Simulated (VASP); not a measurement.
Data:

```
CELL_PARAMETERS angstrom
      5.86522     0.00000     0.00000
      0.00000     5.86522     0.00000
      0.00000     0.00000     5.86522
ATOMIC_POSITIONS crystal
  Zn 0.00000 0.00000 0.00000
  Zn 0.50000 0.50000 0.00000
  Zn 0.50000 0.00000 0.50000
  Se 0.26287 0.23713 0.23713
  Se 0.73713 0.76287 0.23713
  Se 0.73713 0.23713 0.76287
  Se 0.26287 0.76287 0.76287
  Hg 0.00000 0.50000 0.50000
```

Computed with PBE GGA, VASP's PBE PAW potentials (set 64) (plane waves; VASP). Numerical set-up: 400 eV cut-off, 4×4×4 Γ-centred mesh, Gaussian smearing of 0.050 eV, potentials Zn Se Hg.

Unless said otherwise, spin-orbit coupling is left out, though it shifts the bands of the heavy elements here.

### Question
What does the run give for the energy per atom (σ→0), band gap (on the k-mesh) with the smallest direct gap where there is one?

### Answer

- band gap (on the k-mesh): 0.49 eV
- smallest direct gap (on the k-mesh): 0.49 eV
- energy per atom (σ→0): -2.756 eV/atom

The structure was generated: HgZn3Se4 was put into an ordered model structure (P-43m), which need not be its known phase. It was relaxed first.
